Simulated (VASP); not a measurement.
Input:

```
CELL_PARAMETERS angstrom
      4.12432    -2.20578     0.02442
      4.12432     2.20578     0.02442
      2.92315     0.00000     3.65121
ATOMIC_POSITIONS crystal
  Sb 0.23108 0.23108 0.23108
  Sb 0.76892 0.76892 0.76892
```

These are RPBE GGA, VASP's PBE PAW potentials (set 64) (plane waves; VASP) values and carry that method's errors. Settings: 520 eV cut-off, Gaussian smearing of 0.050 eV, potentials Sb.

Unless said otherwise, spin-orbit coupling is left out, though it shifts the bands of the heavy elements here.

### Question
What does the run give for the band gap (along the path) with the smallest direct gap where there is one?

### Answer

The band gap (along the path) is none (metal, semimetal or under 0.01 eV).

Only differences to runs with the same potentials and settings are physical.

The compound is Sb in the a7 structure. It was relaxed first, which changed the volume by +9 %.
